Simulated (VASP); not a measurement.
# SrB (Pm-3m) in VASP: equation of state

How stiff is SrB in PBE, and what volume does it want? The cell is scaled to several volumes.

Program: VASP 6.6.1. These are calculated values, not measurements. Logs are shortened: lines on timing, memory, paths and dates and some standing lists are left out, and cuts for length are marked.

### Step 1. The crystal as given

The structure is cubic, space group Pm-3m (No. 221). Conventional cell: a = 3.501 Å, b = 3.501 Å, c = 3.501 Å, α = 90.00°, β = 90.00°, γ = 90.00°. Around Sr (site symmetry m-3m) lie 8 B at 3.03 Å. Around B (site symmetry m-3m) lie 8 Sr at 3.03 Å.

The cell was built by a generator and needn't be a form met in nature.

### Step 2. Equation of state, PBE, 20.17 Å³/atom (volume scaled by 0.94)

INCAR reads:

```
SYSTEM = SrB
PREC = Accurate
ENCUT = 520
EDIFF = 1E-7
ISMEAR = -1
SIGMA = 0.05
LREAL = .False.
LASPH = .True.
NELM = 60
ALGO = Normal
ISIF = 2
LWAVE = .False.
LCHARG = .False.
GGA = PE
NBANDS = 14
```

KPOINTS reads:

```
Automatic mesh
0
Gamma
  8 8 8
  0 0 0
```

POSCAR reads:

```
SrB
1.0
    3.4294525997      0.0000000000      0.0000000000
    0.0000000000      3.4294525997      0.0000000000
    0.0000000000      0.0000000000      3.4294525997
Sr B
1 1
Direct
    0.5000000000      0.5000000000      0.5000000000
    0.0000000000      0.0000000000      0.0000000000
```

Potentials or basis: VASP PAW PBE potentials, release 64 (Sr_sv, B).

The run is started by

```console
cat potpaw_PBE.64/Sr_sv/POTCAR potpaw_PBE.64/B/POTCAR > POTCAR
mpirun -np 1 vasp_std > vasp.out
```

OUTCAR:

```text
SYSTEM = SrB
   PREC = Accurate
   ENCUT = 520
   EDIFF = 1E-7
   ISMEAR = -1
   LREAL = .False.
   LASPH = .True.
   NELM = 60
   ISIF = 2
   GGA = PE

 Found     35 irreducible k-points:

 Following reciprocal coordinates:
            Coordinates               Weight
  0.000000  0.000000  0.000000      1.000000
  0.125000  0.000000  0.000000      6.000000
  0.250000  0.000000  0.000000      6.000000
  0.375000  0.000000  0.000000      6.000000
  0.500000  0.000000  0.000000      3.000000
  0.125000  0.125000  0.000000     12.000000
   k-points           NKPTS =     35   k-points in BZ     NKDIM =     35   number of bands    NBANDS=     14
   number of dos      NEDOS =    301   number of ions     NIONS =      2
   total plane-waves  NPLWV =  21952
   dimension x,y,z NGX =    28 NGY =   28 NGZ =   28
   dimension x,y,z NGXF=    56 NGYF=   56 NGZF=   56
   ions per type =               1   1
   NGX,Y,Z   is equivalent  to a cutoff of  13.57, 13.57, 13.57 a.u.
   NGXF,Y,Z  is equivalent  to a cutoff of  27.15, 27.15, 27.15 a.u.
 SYSTEM =  SrB
   PREC   = accura    normal or accurate (medium, high low for compatibility)
   ISTART =      0    job   : 0-new  1-cont  2-samecut
   ICHARG =      2    charge: 1-file 2-atom 10-const
   ISPIN  =      1    spin polarized calculation?
   LNONCOLLINEAR =      F non collinear calculations
   LSORBIT =      F    spin-orbit coupling
   LASPH  =      T    aspherical Exc in radial PAW
   ENCUT  =  520.0 eV  38.22 Ry    6.18 a.u.   6.38  6.38  6.38*2*pi/ulx,y,z
   NELM   =     60;   NELMIN=  2; NELMDL= -5     # of ELM steps
   EDIFF  = 0.1E-06   stopping-criterion for ELM
   LREAL  =      F    real-space projection
   EDIFFG = 0.1E-05   stopping-criterion for IOM
   NSW    =      0    number of steps for IOM
   IBRION =     -1    ionic relax: 0-MD 1-quasi-New 2-CG
   NFREE  =      0    steps in history (QN), initial steepest desc. (CG)
   ISIF   =      2    stress and relaxation
   ISYM   =      2    0-nonsym 1-usesym 2-fastsym
   POTIM  = 0.5000    time-step for ionic-motion
   TEBEG  =    0.0;   TEEND  =   0.0 temperature during run
   PSTRESS=    0.0 pullay stress
   NELECT =      13.0000    total number of electrons
   NUPDOWN=      -1.0000    fix difference up-down
   EMIN   =  10.00;   EMAX   =-10.00  energy-range for DOS
   EFERMI =   0.00;   METHOD = LEGACY
   ISMEAR =    -1;   SIGMA  =   0.05  broadening in eV -4-tet -1-fermi 0-gaus
   EFERMI_NEDOS =   21; number of points for ismear=-14 and -15
   IALGO  =     38    algorithm
   IMIX   =      4    mixing-type and parameters
     AMIX     =   0.40;   BMIX     =  1.00
     AMIX_MAG =   1.60;   BMIX_MAG =  1.00
  volume/ion in A,a.u.               =      20.17       136.09
  Fermi-wavevector in a.u.,A,eV,Ry     =   1.122443  2.121111 17.141699  1.259879
  Thomas-Fermi vector in A             =   2.259104
   LORBIT       =      0    0 simple, 1 ext, 2 COOP (PROOUT), +10 PAW based schemes
   GGA     = PE    functional components
[... 5 lines left out ...]
 non-spin polarized calculation
  energy-cutoff  :      520.00
  volume of cell :       40.33
 maximum number of plane-waves:      1108
 NGX is ok and might be reduce to    28
   NGX = 13   NGY = 13   NGZ = 13

 number of electron      13.0000000 magnetization

 Free energy of the ion-electron system (eV)
  ---------------------------------------------------
  ext. energy  EPLUGINS =         0.00000000
  ---------------------------------------------------
  free energy    TOTEN  =        -6.45848926 eV

  energy without entropy =       -6.44621253  energy(sigma->0) =       -6.45235089

 E-fermi :   3.0822     XC(G=0):  -9.7765

 val. band max:        3.0621369379   @ k =   0.3750   0.2500   0.1250
 cond. band min:       3.1734838395   @ k =   0.2500   0.2500   0.1250
 fundamental gap:      0.1113469016
 Fermi energy:         3.0822050966

 k-point     1 :       0.0000    0.0000    0.0000
  band No.  band energies     occupation
      1     -31.5190      2.00000
      2     -13.2322      2.00000
      3     -13.2322      2.00000
      4     -13.2322      2.00000
      5      -4.1844      2.00000
      6       4.6956      0.00000
      7       4.6956      0.00000
      8       5.4728      0.00000
      9       5.4728      0.00000
     10       5.4728      0.00000
     11      10.6860      0.00000
     12      10.7971      0.00000
     13      10.7971      0.00000
     14      10.7971      0.00000

 k-point     2 :       0.1250    0.0000    0.0000
  band No.  band energies     occupation
      1     -31.5075      2.00000
      2     -13.3802      2.00000
      3     -13.2185      2.00000
      4     -13.2185      2.00000
      5      -3.9460      2.00000
      6       3.8609      0.00000
      7       4.8258      0.00000
      8       5.3059      0.00000
      9       5.3059      0.00000
     10       6.2020      0.00000
     11      10.8656      0.00000
     12      10.8905      0.00000
     13      10.8905      0.00000
     14      11.1331      0.00000

 k-point     3 :       0.2500    0.0000    0.0000
  band No.  band energies     occupation
      1     -31.4797      2.00000
      2     -13.7167      2.00000
      3     -13.1851      2.00000
      4     -13.1851      2.00000
      5      -3.3114      2.00000
      6       2.4511      1.99999
      7       4.9204      0.00000
      8       4.9204      0.00000
      9       5.1803      0.00000
     10       7.7069      0.00000
     11      11.0397      0.00000
     12      11.1980      0.00000
     13      11.1980      0.00000
     14      11.9456      0.00000

 k-point     4 :       0.3750    0.0000    0.0000
  band No.  band energies     occupation
      1     -31.4516      2.00000
      2     -14.0282      2.00000
      3     -13.1514      2.00000
      4     -13.1514      2.00000
      5      -2.4724      2.00000
      6       1.0673      2.00000
      7       4.5578      0.00000
      8       4.5578      0.00000
      9       5.6180      0.00000
     10       9.7212      0.00000
     11      11.2283      0.00000
     12      11.6608      0.00000
     13      11.6608      0.00000
     14      12.2182      0.00000

 k-point     5 :       0.5000    0.0000    0.0000
  band No.  band energies     occupation
      1     -31.4398      2.00000
      2     -14.1511      2.00000
      3     -13.1373      2.00000
      4     -13.1373      2.00000
      5      -1.9343      2.00000
      6       0.3370      2.00000
      7       4.4137      0.00000
      8       4.4137      0.00000
      9       5.8381      0.00000
     10      11.0416      0.00000
     11      11.3113      0.00000
     12      11.6392      0.00000
     13      11.9311      0.00000
     14      11.9311      0.00000

 k-point     6 :       0.1250    0.1250    0.0000
  band No.  band energies     occupation
      1     -31.4961      2.00000
      2     -13.3822      2.00000
      3     -13.3455      2.00000
      4     -13.2051      2.00000
      5      -3.7265      2.00000
      6       3.9036      0.00000
      7       3.9572      0.00000
      8       5.2105      0.00000
      9       5.5975      0.00000
     10       6.7284      0.00000
     11      10.3176      0.00000
     12      10.4808      0.00000
     13      11.4758      0.00000
     14      11.8684      0.00000

 [... further k-points ...]

------------------------ aborting loop because EDIFF is reached ----------------------------------------

  FORCE on cell =-STRESS in cart. coord.  units (eV):
  Direction    XX          YY          ZZ          XY          YZ          ZX
  --------------------------------------------------------------------------------------
  -------------------------------------------------------------------------------------
  Total        0.8444230      0.8444230      0.8444230     -0.0000000     -0.0000000      0.0000000
  in kB       33.5425611     33.5425611     33.5425611     -0.0000000     -0.0000000      0.0000000
  external PRESSURE =      33.5425611 kB  Pullay stress =       0.0000000 kB

 VOLUME and BASIS-vectors are now :
 -----------------------------------------------------------------------------
  energy-cutoff  :      520.00
  volume of cell :       40.33
      direct lattice vectors                 reciprocal lattice vectors
     3.429452600  0.000000000  0.000000000     0.291591725  0.000000000  0.000000000
     0.000000000  3.429452600  0.000000000     0.000000000  0.291591725  0.000000000
     0.000000000  0.000000000  3.429452600     0.000000000  0.000000000  0.291591725

 POSITION                                       TOTAL-FORCE (eV/Angst)
 -----------------------------------------------------------------------------------
      1.71473      1.71473      1.71473         0.000000      0.000000      0.000000
      0.00000      0.00000      0.00000         0.000000      0.000000      0.000000
 -----------------------------------------------------------------------------------
    total drift:                                0.000000      0.000000      0.000000

  FREE ENERGIE OF THE ION-ELECTRON SYSTEM (eV)
  ---------------------------------------------------
  free  energy   TOTEN  =        -6.4584892565 eV

  energy  without entropy=       -6.4462125257  energy(sigma->0) =       -6.45235089
```

Wall time 21 s (1 thread of Intel Xeon Platinum 8259CL at 2.50GHz (Skylake/Cascade Lake), shared host); peak memory 0.16 GiB.

Results:

* Free energy: -6.4585 eV
* Pressure: 3.4 GPa
* Band gap on the k mesh: none (metal or under the smearing width)

### Step 3. Equation of state, PBE, 20.60 Å³/atom (volume scaled by 0.96)

INCAR reads:

```
ALGO = Normal
EDIFF = 1E-7
ENCUT = 520
GGA = PE
ISIF = 2
ISMEAR = -1
LASPH = True
LCHARG = False
LREAL = False
LWAVE = False
NBANDS = 14
NELM = 100
PREC = Accurate
SIGMA = 0.05
```

KPOINTS reads:

```
k-points
0
Gamma
  8 8 8
```

POSCAR reads:

```
SrB
1.0
    3.4536044701      0.0000000000      0.0000000000
    0.0000000000      3.4536044701      0.0000000000
    0.0000000000      0.0000000000      3.4536044701
Sr B
1 1
Direct
    0.5000000000      0.5000000000      0.5000000000
    0.0000000000      0.0000000000      0.0000000000
```

Potentials or basis: VASP PAW PBE potentials, release 64 (Sr_sv, B).

The run is started by

```console
cat potpaw_PBE.64/Sr_sv/POTCAR potpaw_PBE.64/B/POTCAR > POTCAR
mpirun -np 1 vasp_std > vasp.out
```

Wall time 21 s (1 thread of Intel Xeon Platinum 8259CL at 2.50GHz (Skylake/Cascade Lake), shared host); peak memory 0.17 GiB.

Results (log left out):

| Item | Value |
| --- | --- |
| Free energy | -6.4734 eV |
| Pressure | 2.2 GPa |
| Band gap on the k mesh | none (metal or under the smearing width) |

### Step 4. Equation of state, PBE, 21.03 Å³/atom (volume scaled by 0.98)

INCAR reads:

```
PREC = Accurate
ENCUT = 520
EDIFF = 1E-7
ISMEAR = -1
SIGMA = 0.05
LREAL = F
LASPH = T
NELM = 60
ALGO = Normal
ISIF = 2
LWAVE = F
LCHARG = F
GGA = PE
NBANDS = 14
```

KPOINTS reads:

```
Automatic mesh
0
Gamma
  8 8 8
```

POSCAR reads:

```
SrB
1.0
    3.4774231846      0.0000000000      0.0000000000
    0.0000000000      3.4774231846      0.0000000000
    0.0000000000      0.0000000000      3.4774231846
Sr B
1 1
Direct
    0.5000000000      0.5000000000      0.5000000000
    0.0000000000      0.0000000000      0.0000000000
```

The run is started by

```console
cat potpaw_PBE.64/Sr_sv/POTCAR potpaw_PBE.64/B/POTCAR > POTCAR
mpirun -np 1 vasp_std > vasp.out
```

It took 20 s on 1 thread of Intel Xeon Platinum 8259CL at 2.50GHz (Skylake/Cascade Lake), shared host; peak memory 0.16 GiB.

Results (log left out):

* Free energy: -6.4822 eV
* Pressure: 1.1 GPa
* Band gap on the k mesh: none (metal or under the smearing width)

### Step 5. Equation of state, PBE, 21.88 Å³/atom (volume scaled by 1.02)

INCAR reads:

```
  PREC = Accurate
  ENCUT = 520
  EDIFF = 1E-7
  ISMEAR = -1
  SIGMA = 0.05
  LREAL = F
  LASPH = T
  NELM = 100
  ALGO = Normal
  ISIF = 2
  LWAVE = F
  LCHARG = F
  GGA = PE
  NBANDS = 14
```

KPOINTS is that of step 4.

POSCAR reads:

```
SrB
1.0
    3.5241055764      0.0000000000      0.0000000000
    0.0000000000      3.5241055764      0.0000000000
    0.0000000000      0.0000000000      3.5241055764
Sr B
1 1
Direct
    0.5000000000      0.5000000000      0.5000000000
    0.0000000000      0.0000000000      0.0000000000
```

The run is started by

```console
cat potpaw_PBE.64/Sr_sv/POTCAR potpaw_PBE.64/B/POTCAR > POTCAR
mpirun -np 1 vasp_std > vasp.out
```

Wall time 21 s (1 thread of Intel Xeon Platinum 8259CL at 2.50GHz (Skylake/Cascade Lake), shared host); peak memory 0.17 GiB.

It converged, with:

- Free energy: -6.4842 eV
- Pressure: -0.7 GPa
- Band gap on the k mesh: none (metal or under the smearing width)

### Step 6. Equation of state, PBE, 22.31 Å³/atom (volume scaled by 1.04)

INCAR reads:

```
PREC = Accurate ; ENCUT = 520
EDIFF = 1E-7 ; ISMEAR = -1
SIGMA = 0.05 ; LREAL = F
LASPH = T ; NELM = 80
ALGO = Normal ; ISIF = 2
LWAVE = F ; LCHARG = F
GGA = PE ; NBANDS = 14
```

KPOINTS is that of step 5.

POSCAR reads:

```
SrB
1.0
    3.5469900200      0.0000000000      0.0000000000
    0.0000000000      3.5469900200      0.0000000000
    0.0000000000      0.0000000000      3.5469900200
Sr B
1 1
Direct
    0.5000000000      0.5000000000      0.5000000000
    0.0000000000      0.0000000000      0.0000000000
```

Potentials or basis: VASP PAW PBE potentials, release 64 (Sr_sv, B).

The run is started by

```console
cat potpaw_PBE.64/Sr_sv/POTCAR potpaw_PBE.64/B/POTCAR > POTCAR
mpirun -np 1 vasp_std > vasp.out
```

Wall time 22 s (1 thread of Intel Xeon Platinum 8259CL at 2.50GHz (Skylake/Cascade Lake), shared host); peak memory 0.16 GiB.

Results (log left out):

```
Free energy            : -6.4782 eV
Pressure               : -1.5 GPa
Band gap on the k mesh : none (metal or under the smearing width)
```

### Step 7. Equation of state, PBE, 22.74 Å³/atom (volume scaled by 1.06)

INCAR reads:

```
SYSTEM = SrB
PREC = Accurate
ENCUT = 520
EDIFF = 1E-7
ISMEAR = -1
SIGMA = 0.05
LREAL = .FALSE.
LASPH = .TRUE.
NELM = 100
ALGO = Normal
ISIF = 2
LWAVE = .FALSE.
LCHARG = .FALSE.
GGA = PE
NBANDS = 14
```

KPOINTS reads:

```
regular mesh
0
G
  8 8 8
  0 0 0
```

POSCAR reads:

```
SrB
1.0
    3.5695829223      0.0000000000      0.0000000000
    0.0000000000      3.5695829223      0.0000000000
    0.0000000000      0.0000000000      3.5695829223
Sr B
1 1
Direct
    0.5000000000      0.5000000000      0.5000000000
    0.0000000000      0.0000000000      0.0000000000
```

The run is started by

```console
cat potpaw_PBE.64/Sr_sv/POTCAR potpaw_PBE.64/B/POTCAR > POTCAR
mpirun -np 1 vasp_std > vasp.out
```

It took 20 s on 1 thread of Intel Xeon Platinum 8259CL at 2.50GHz (Skylake/Cascade Lake), shared host; peak memory 0.16 GiB.

Results (log left out):

```
Free energy            : -6.4682 eV
Pressure               : -2.2 GPa
Band gap on the k mesh : none (metal or under the smearing width)
```

### Step 8. Equation of state, PBE

Potentials or basis: VASP PAW PBE potentials, release 64 (Sr_sv, B).

This step only gathers the single runs of the series.

What came out:

```yaml
Equilibrium_volume: 21.53 Å³/atom
Bulk_modulus: 45 GPa
Pressure_derivative_of_the_bulk_modulus: 4.0
```

Energy against volume, from the lowest point:
| volume (Å³/atom) | energy (meV/atom) |
| --- | --- |
| 20.167 | 13.59 |
| 20.596 | 6.15 |
| 21.025 | 1.71 |
| 21.454 | 0.00 |
| 21.883 | 0.75 |
| 22.313 | 3.74 |
| 22.742 | 8.74 |
